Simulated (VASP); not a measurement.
Input:

```
CoSi
1.0
   -1.66121     1.65290     3.80133
    1.66121    -1.65290     3.80133
    1.66121     1.65290    -3.80133
Co Si
2 2
Direct
  0.70811   0.70811   0.00000
  0.45811   0.95811   0.50000
  0.20789   0.20789   0.00000
  0.95789   0.45789   0.50000
```

All values below come from PBEsol GGA, VASP's PBE PAW potentials (set 64) (plane waves; VASP). Settings: 480 eV cut-off, 12×12×12 Γ-centred mesh, first-order Methfessel-Paxton smearing of 0.10 eV, potentials Co Si.

Task: Give the stress tensor in GPa (positive for a compressed cell).

Result: 
```
1.54  0.00  0.00
0.00  2.39  0.00
0.00  0.00  0.99
```
The pressure is its mean diagonal, 1.64 GPa.

The structure was generated: CoSi was put into the NbAs type (I4_1md), which need not be its known phase. This cell was strained or had an atom moved on purpose. The run is not spin-polarised, so no magnetic state was tried.
